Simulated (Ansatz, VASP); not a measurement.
## One calculation of BiB, two programs

```
B Bi
1.0
     0.00000    2.62683    2.62683
     2.62683    0.00000    2.62683
     2.62683    2.62683    0.00000
B Bi
1 1
Direct
  0.00000 0.00000 0.00000
  0.50000 0.50000 0.50000
```

The cell was built by a generator and needn't be a form met in nature.

Alike in both runs: task single point; functional HSE06; k mesh 4 × 4 × 4; occupations fermi-dirac, width 0.02 eV; no spin polarisation.

```csv
,VASP,Ansatz
version,VASP 6.6.1,Ansatz 0.2.0
potentials or method,"VASP PAW PBE potentials, release 64 (B, Bi_d)","plane waves, PAW"
plane-wave cutoff (eV),520,420
valence electrons in the cell,18,18
```

|  | VASP | Ansatz | Ansatz less VASP |
| --- | --- | --- | --- |
| pressure (GPa) | 0.7 | 0.7 | 0.00 |

Ansatz warned: «filled_band_counts_differ_across_k_points».

Caveats: the k mesh is coarse (spacing up to 0.52 Å⁻¹), so the values aren't converged, least of all with exact exchange; the PAW data sets were made with another functional, which shifts forces and pressure a little (VASP).
